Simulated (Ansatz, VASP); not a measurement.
**Two plane-wave programs on H8SO6**

```
CELL_PARAMETERS angstrom
5.58918 0.00000 0.00000
0.00000 5.58918 0.00000
0.00000 0.00000 5.58918
ATOMIC_POSITIONS crystal
O 0.75052 0.48156 0.44599
O 0.52796 0.14239 0.69502
O 0.14323 0.78244 0.56327
O 0.22330 0.32019 0.28553
O 0.83308 0.91315 0.16074
O 0.55009 0.62447 0.98042
H 0.84265 0.57587 0.56239
H 0.64305 0.37030 0.53670
H 0.65137 0.04097 0.76353
H 0.40490 0.03119 0.63363
H 0.07924 0.86420 0.42129
H 0.21763 0.63729 0.49865
H 0.29051 0.35869 0.12893
H 0.04970 0.33411 0.26833
S 0.60325 0.78831 0.17686
```

Alike in both runs: functional PBE; dispersion D3(BJ); k mesh 1 × 1 × 1; occupations fermi-dirac, width 0.02 eV; no spin polarisation.

Ansatz relaxed the structure, and its values are those at the end. VASP's run is a single point on that final structure, the one shown.

|  | VASP | Ansatz |
| --- | --- | --- |
| version | VASP 6.6.1 | Ansatz 0.2.0 |
| potentials or method | VASP PAW PBE potentials, release 64 (O, H, S) | scalar-relativistic, plane waves, PAW |
| plane-wave cutoff (eV) | 520 | 420 |
| valence electrons in the cell | 50 | 50 |

|  | VASP | Ansatz | Ansatz less VASP |
| --- | --- | --- | --- |
| rms of the force components (eV/Å) | 0.109 | 0.106 | -0.0022 |
| dispersion energy (meV/atom) | -47.2 | -47.2 | -0.01 |
